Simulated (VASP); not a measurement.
Level of theory: PBE GGA, VASP's PBE PAW potentials (set 64) (plane waves; VASP).

Input for VASP

### INCAR
```
ALGO=Normal
EDIFF=1E-7
EDIFFG=-0.01
ENCUT=520
GGA=PE
IBRION=2
ISIF=4
ISMEAR=0
LASPH=.TRUE.
LCHARG=.FALSE.
LMAXMIX=4
LREAL=.FALSE.
LWAVE=.FALSE.
NELM=100
NSW=30
PREC=Accurate
SIGMA=0.05
SYSTEM=MoTe2
```

KPOINTS:
```
Automatic mesh
0
Gamma
7 7 2
0 0 0
```

POSCAR:
```
MoTe2
1
    1.7966026224    -3.1118065842     0.0000000000
    1.7966026224     3.1118065842     0.0000000000
    0.0000000000     0.0000000000    15.1481170978
Te Mo
4 2
Direct
  0.3333330000   0.6666670000   0.8706135013
  0.6666670000   0.3333330000   0.3706135013
  0.6666670000   0.3333330000   0.1293864987
  0.3333330000   0.6666670000   0.6293864987
  0.3333330000   0.6666670000   0.2500000000
  0.6666670000   0.3333330000   0.7500000000
```

POTCAR, in this order: Te Mo_sv (PBE.64 set). Program: vasp_std.

Output of the run:

File OUTCAR:
```
 ion  position               nearest neighbor table
   1  0.333  0.667  0.871-   6 2.76   6 2.76   6 2.76   4 3.65
   2  0.667  0.333  0.371-   5 2.76   5 2.76   5 2.76   3 3.65
   3  0.667  0.333  0.129-   5 2.76   5 2.76   5 2.76   2 3.65
   4  0.333  0.667  0.629-   6 2.76   6 2.76   6 2.76   1 3.65
   5  0.333  0.667  0.250-   2 2.76   3 2.76   2 2.76   3 2.76   2 2.76   3 2.76
   6  0.667  0.333  0.750-   1 2.76   4 2.76   1 2.76   4 2.76   1 2.76   4 2.76
  LATTYP: Found a hexagonal cell.
 ALAT       =     3.5932048648
 C/A-ratio  =     4.2157677249
 Subroutine PRICEL returns:
 Original cell was already a primitive cell.
 Subroutine GETGRP returns: Found 24 space group operations
The static configuration has the point symmetry D_3d.
 The point group associated with its full space group is D_6h.
The dynamic configuration has the point symmetry D_3d.
 Subroutine INISYM returns: Found 24 space group operations
 Subroutine IBZKPT returns following result:
 Found     16 irreducible k-points:

 Following reciprocal coordinates:
            Coordinates               Weight
  0.000000  0.000000  0.000000      1.000000
  0.142857  0.000000  0.000000      6.000000
  0.285714  0.000000  0.000000      6.000000
  0.428571 -0.000000  0.000000      6.000000
  0.142857  0.142857  0.000000      6.000000
  0.285714  0.142857  0.000000     12.000000
  0.428571  0.142857  0.000000      6.000000
  0.285714  0.285714  0.000000      6.000000
  0.000000  0.000000  0.500000      1.000000
  0.142857  0.000000  0.500000      6.000000
  0.285714  0.000000  0.500000      6.000000
  0.428571 -0.000000  0.500000      6.000000
  0.142857  0.142857  0.500000      6.000000
  0.285714  0.142857  0.500000     12.000000
  0.428571  0.142857  0.500000      6.000000
  0.285714  0.285714  0.500000      6.000000
   k-points           NKPTS =     16   k-points in BZ     NKDIM =     16   number of bands    NBANDS=     31
   number of dos      NEDOS =    301   number of ions     NIONS =      6
...
```

OSZICAR:
```
...
DAV:   5    -0.374464640068E+02   -0.21864E-01   -0.21854E-01  1350   0.201E+00    0.195E+01
DAV:   6    -0.367484804782E+02    0.69798E+00   -0.12734E+01  1104   0.166E+01    0.907E+00
DAV:   7    -0.364782352522E+02    0.27025E+00   -0.11327E+01  1094   0.135E+01    0.644E+00
DAV:   8    -0.360521253728E+02    0.42611E+00   -0.16487E+00  1224   0.596E+00    0.285E+00
DAV:   9    -0.360403959107E+02    0.11729E-01   -0.38582E-01  1341   0.268E+00    0.111E+00
DAV:  10    -0.360336917048E+02    0.67042E-02   -0.50913E-02  1299   0.110E+00    0.287E-01
DAV:  11    -0.360341932454E+02   -0.50154E-03   -0.22217E-03  1203   0.263E-01    0.166E-01
DAV:  12    -0.360341352875E+02    0.57958E-04   -0.16523E-04  1170   0.729E-02    0.101E-01
DAV:  13    -0.360341422689E+02   -0.69814E-05   -0.12804E-04  1316   0.548E-02    0.326E-02
DAV:  14    -0.360341444688E+02   -0.22000E-05   -0.50620E-06  1179   0.105E-02    0.225E-02
DAV:  15    -0.360341448185E+02   -0.34967E-06   -0.28594E-06  1181   0.821E-03    0.489E-03
DAV:  16    -0.360341447309E+02    0.87612E-07   -0.80637E-07  1146   0.310E-03
   1 F= -.36034145E+02 E0= -.36034145E+02  d E =-.360341E+02
       N       E                     dE             d eps       ncg     rms          rms(c)
DAV:   1    -0.360550750773E+02   -0.20930E-01   -0.75781E-01  1027   0.428E+00    0.662E-01
DAV:   2    -0.360545719607E+02    0.50312E-03   -0.39340E-02  1150   0.809E-01    0.297E-01
DAV:   3    -0.360541921229E+02    0.37984E-03   -0.82552E-03  1248   0.428E-01    0.276E-01
DAV:   4    -0.360536900793E+02    0.50204E-03   -0.15654E-03  1275   0.171E-01    0.138E-01
DAV:   5    -0.360536412143E+02    0.48865E-04   -0.47265E-04  1319   0.966E-02    0.459E-02
DAV:   6    -0.360536403600E+02    0.85431E-06   -0.33506E-05  1171   0.290E-02    0.434E-02
DAV:   7    -0.360536408579E+02   -0.49791E-06   -0.12206E-05  1327   0.161E-02    0.184E-02
DAV:   8    -0.360536417670E+02   -0.90901E-06   -0.16698E-06  1123   0.639E-03    0.761E-03
DAV:   9    -0.360536419832E+02   -0.21623E-06   -0.11973E-07   780   0.176E-03    0.267E-03
DAV:  10    -0.360536421557E+02   -0.17253E-06   -0.10059E-07   739   0.139E-03    0.565E-04
DAV:  11    -0.360536421343E+02    0.21387E-07   -0.18518E-08   664   0.601E-04
   2 F= -.36053642E+02 E0= -.36053642E+02  d E =-.194974E-01
       N       E                     dE             d eps       ncg     rms          rms(c)
DAV:   1    -0.360548119002E+02   -0.11697E-02   -0.62386E-02  1027   0.123E+00    0.192E-01
DAV:   2    -0.360547701918E+02    0.41708E-04   -0.33068E-03  1164   0.234E-01    0.885E-02
DAV:   3    -0.360547475620E+02    0.22630E-04   -0.77851E-04  1249   0.131E-01    0.839E-02
DAV:   4    -0.360547000847E+02    0.47477E-04   -0.14664E-04  1247   0.525E-02    0.413E-02
DAV:   5    -0.360546971011E+02    0.29836E-05   -0.47859E-05  1313   0.300E-02    0.133E-02
DAV:   6    -0.360546973332E+02   -0.23204E-06   -0.32408E-06  1198   0.894E-03    0.133E-02
DAV:   7    -0.360546975645E+02   -0.23135E-06   -0.93585E-07  1171   0.451E-03    0.608E-03
DAV:   8    -0.360546978475E+02   -0.28300E-06   -0.15798E-07   685   0.225E-03    0.212E-03
DAV:   9    -0.360546978799E+02   -0.32326E-07   -0.43829E-08   594   0.838E-04
   3 F= -.36054698E+02 E0= -.36054698E+02  d E =-.205531E-01
       N       E                     dE             d eps       ncg     rms          rms(c)
DAV:   1    -0.360934174165E+02   -0.38720E-01   -0.16194E+00   992   0.790E+00    0.161E+00
DAV:   2    -0.360719008344E+02    0.21517E-01   -0.11331E-01  1135   0.165E+00    0.752E-01
DAV:   3    -0.360670006765E+02    0.49002E-02   -0.17828E-02  1217   0.672E-01    0.253E-01
DAV:   4    -0.360653427991E+02    0.16579E-02   -0.92229E-03  1241   0.419E-01    0.343E-01
DAV:   5    -0.360649489334E+02    0.39387E-03   -0.25658E-03  1267   0.214E-01    0.390E-02
DAV:   6    -0.360649495914E+02   -0.65797E-06   -0.18063E-04  1242   0.613E-02    0.393E-02
DAV:   7    -0.360649574679E+02   -0.78765E-05   -0.12942E-05  1141   0.164E-02    0.106E-02
DAV:   8    -0.360649583116E+02   -0.84372E-06   -0.23373E-06  1245   0.818E-03    0.467E-03
DAV:   9    -0.360649586382E+02   -0.32659E-06   -0.34022E-07   996   0.276E-03    0.305E-03
DAV:  10    -0.360649587922E+02   -0.15399E-06   -0.17893E-07   910   0.184E-03    0.761E-04
DAV:  11    -0.360649587778E+02    0.14409E-07   -0.10988E-08   615   0.463E-04
   4 F= -.36064959E+02 E0= -.36064959E+02  d E =-.102609E-01
       N       E                     dE             d eps       ncg     rms          rms(c)
DAV:   1    -0.362174829238E+02   -0.15252E+00   -0.81048E+00   992   0.177E+01    0.373E+00
DAV:   2    -0.361102600337E+02    0.10722E+00   -0.57841E-01  1118   0.375E+00    0.172E+00
DAV:   3    -0.360849638443E+02    0.25296E-01   -0.88179E-02  1185   0.152E+00    0.582E-01
DAV:   4    -0.360762858152E+02    0.86780E-02   -0.45070E-02  1232   0.925E-01    0.777E-01
DAV:   5    -0.360742789812E+02    0.20068E-02   -0.12338E-02  1280   0.473E-01    0.957E-02
DAV:   6    -0.360742839016E+02   -0.49204E-05   -0.81853E-04  1234   0.131E-01    0.952E-02
DAV:   7    -0.360743294218E+02   -0.45520E-04   -0.81992E-05  1165   0.403E-02    0.277E-02
DAV:   8    -0.360743318065E+02   -0.23847E-05   -0.13402E-05  1276   0.201E-02    0.107E-02
DAV:   9    -0.360743335802E+02   -0.17737E-05   -0.24511E-06  1141   0.714E-03    0.544E-03
DAV:  10    -0.360743346027E+02   -0.10225E-05   -0.13290E-06   975   0.519E-03    0.189E-03
DAV:  11    -0.360743345961E+02    0.66730E-08   -0.51134E-08   741   0.104E-03
   5 F= -.36074335E+02 E0= -.36074335E+02  d E =-.196367E-01
       N       E                     dE             d eps       ncg     rms          rms(c)
DAV:   1    -0.360744477728E+02   -0.11317E-03   -0.67607E-03   992   0.509E-01    0.102E-01
DAV:   2    -0.360743579142E+02    0.89859E-04   -0.46163E-04  1124   0.105E-01    0.465E-02
DAV:   3    -0.360743377842E+02    0.20130E-04   -0.66778E-05  1185   0.420E-02    0.163E-02
DAV:   4    -0.360743304620E+02    0.73222E-05   -0.38298E-05  1233   0.268E-02    0.218E-02
DAV:   5    -0.360743285035E+02    0.19585E-05   -0.11270E-05  1257   0.140E-02    0.259E-03
DAV:   6    -0.360743283617E+02    0.14177E-06   -0.87108E-07  1122   0.422E-03    0.258E-03
DAV:   7    -0.360743283076E+02    0.54109E-07   -0.69269E-08   643   0.139E-03
   6 F= -.36074328E+02 E0= -.36074328E+02  d E =-.196304E-01
       N       E                     dE             d eps       ncg     rms          rms(c)
DAV:   1    -0.360743909513E+02   -0.62590E-04   -0.71598E-03  1034   0.468E-01    0.669E-02
DAV:   2    -0.360743577683E+02    0.33183E-04   -0.43322E-04  1180   0.886E-02    0.372E-02
DAV:   3    -0.360743479901E+02    0.97782E-05   -0.14284E-04  1231   0.559E-02    0.336E-02
DAV:   4    -0.360743379264E+02    0.10064E-04   -0.30957E-05  1210   0.242E-02    0.135E-02
DAV:   5    -0.360743368939E+02    0.10325E-05   -0.77502E-06  1323   0.117E-02    0.549E-03
DAV:   6    -0.360743366758E+02    0.21807E-06   -0.78446E-07  1072   0.422E-03    0.557E-03
DAV:   7    -0.360743365452E+02    0.13068E-06   -0.13000E-07   622   0.192E-03    0.281E-03
DAV:   8    -0.360743364640E+02    0.81151E-07   -0.38017E-08   559   0.904E-04
   7 F= -.36074336E+02 E0= -.36074336E+02  d E =-.815642E-05
       N       E                     dE             d eps       ncg     rms          rms(c)
DAV:   1    -0.360743717577E+02   -0.35213E-04   -0.16278E-03  1041   0.223E-01    0.320E-02
DAV:   2    -0.360743657241E+02    0.60335E-05   -0.97867E-05  1173   0.422E-02    0.178E-02
DAV:   3    -0.360743648438E+02    0.88033E-06   -0.32348E-05  1238   0.266E-02    0.160E-02
DAV:   4    -0.360743631310E+02    0.17129E-05   -0.70261E-06  1203   0.115E-02    0.640E-03
DAV:   5    -0.360743631763E+02   -0.45396E-07   -0.17218E-06  1201   0.553E-03    0.263E-03
DAV:   6    -0.360743632310E+02   -0.54614E-07   -0.15893E-07   609   0.195E-03
   8 F= -.36074363E+02 E0= -.36074363E+02  d E =-.349234E-04
```

**OUTCAR**
```
------------------------ aborting loop because EDIFF is reached ----------------------------------------
  FORCE on cell =-STRESS in cart. coord.  units (eV):
  Direction    XX          YY          ZZ          XY          YZ          ZX
  --------------------------------------------------------------------------------------
  Total       -0.0763907     -0.0763907     -0.0504024      0.0000000      0.0000000      0.0000000
  in kB       -0.7225997     -0.7225995     -0.4767692      0.0000000      0.0000000      0.0000000
  external PRESSURE =      -0.6406561 kB  Pullay stress =       0.0000000 kB
  volume of cell :      169.38
      direct lattice vectors                 reciprocal lattice vectors
     1.778574740 -3.080581461  0.000000000     0.281123975 -0.162307021 -0.000000000
     1.778574740  3.080581461  0.000000000     0.281123975  0.162307021 -0.000000000
     0.000000000 -0.000000000 15.456759903    -0.000000000  0.000000000  0.064696612
 POSITION                                       TOTAL-FORCE (eV/Angst)
 -----------------------------------------------------------------------------------
      1.77857      1.02686     13.40148         0.000000      0.000000     -0.000176
      1.77857     -1.02686      5.67310        -0.000000     -0.000000     -0.000176
      1.77857     -1.02686      2.05528         0.000000     -0.000000      0.000176
      1.77857      1.02686      9.78366         0.000000     -0.000000      0.000176
      1.77857      1.02686      3.86419         0.000000     -0.000000      0.000000
      1.77857     -1.02686     11.59257        -0.000000      0.000000      0.000000
 -----------------------------------------------------------------------------------
    total drift:                               -0.000000      0.001680     -0.000023
  FREE ENERGIE OF THE ION-ELECTRON SYSTEM (eV)
  ---------------------------------------------------
  free  energy   TOTEN  =       -36.0743632310 eV

  energy  without entropy=      -36.0743632310  energy(sigma->0) =      -36.07436323

 reached required accuracy - stopping structural energy minimisation
```
(Selected blocks of OUTCAR.)

File CONTCAR:
```
MoTe2
   1.00000000000000
     1.7785747396189602   -3.0805814609712381    0.0000000000000000
     1.7785747396189602    3.0805814609712381    0.0000000000000000
     0.0000000000000000   -0.0000000000000000   15.4567599027113829
  Te              Mo
     4     2
Direct
     0.3333330000000032    0.6666669999999968    0.8670300978806137
     0.6666669999999968    0.3333330000000032    0.3670300978806139
     0.6666669999999968    0.3333330000000032    0.1329699021193862
     0.3333330000000032    0.6666669999999968    0.6329699021193863
     0.3333330000000032    0.6666669999999968    0.2500000000000000
     0.6666669999999968    0.3333330000000032    0.7500000000000000
```

Without a dispersion term in the relaxation, distances and binding between the weakly bound layers, chains or molecules are unreliable, and so is what depends on them.

The compound is MoTe2 in the 2H layered structure. This cell is one point of a volume scan, at 1.03 of the reference volume. Symmetry was kept, so distortions that lower it aren't found.
